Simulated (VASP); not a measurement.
All values below come from LDA (Ceperley-Alder, Perdew-Zunger), VASP's LDA PAW potentials (set 64) (plane waves; VASP 6.6.1).

A VASP calculation is set up with these files.

### INCAR
```
ISMEAR = 0
NELM = 100   ! most electronic steps
SIGMA = 0.01
LCHARG = F
SYSTEM = WSe2
EDIFF = 1E-6
ENCUT = 525   ! plane-wave cut-off (eV)
LWAVE = F
LREAL = F   ! projection in real space or not
ALGO = Normal   ! blocked Davidson
PREC = Accurate
LASPH = T
ISIF = 2   ! forces and stress, cell fixed
LMAXMIX = 6   ! l cut-off of mixed one-centre charges
```

### KPOINTS
```
kpoints
0
gamma
  9 9 2
```

POSCAR:
```
WSe2
27.4469060
  0.1208372995   0.0000000000   0.0000000000
 -0.0604186497   0.1046481888   0.0000000000
  0.0000000000   0.0000000000   0.5000000000
W Se
2 4
Direct
  0.6666670000   0.3333330000   0.7500000000
  0.3333330000   0.6666670000   0.2500000000
  0.3333330000   0.6666670000   0.8710000000
  0.6666670000   0.3333330000   0.1290000000
  0.6666670000   0.3333330000   0.3710000000
  0.3333330000   0.6666670000   0.6290000000
```

POTCAR, in this order: W_sv Se (LDA.64 set). Program: vasp_std.

Q: What will the output report for the number of irreducible k-points (NKPTS), largest plane-wave count, number of space-group operations, FFT grid (NGX, NGY, NGZ)?

A: 
```
Property                                        Value
--------------------------------------  -------------
number of irreducible k-points (NKPTS)             24
largest plane-wave count                         3594
number of space-group operations                   24
FFT grid (NGX, NGY, NGZ)                28 × 28 × 108
```

The structure comes from a computed database's WSe2 entry; how it stands against other phases isn't given here. The cell was not relaxed at this level. The run is one of a series of settings (ENCUT = 525 against the base run), some of them coarse on purpose.
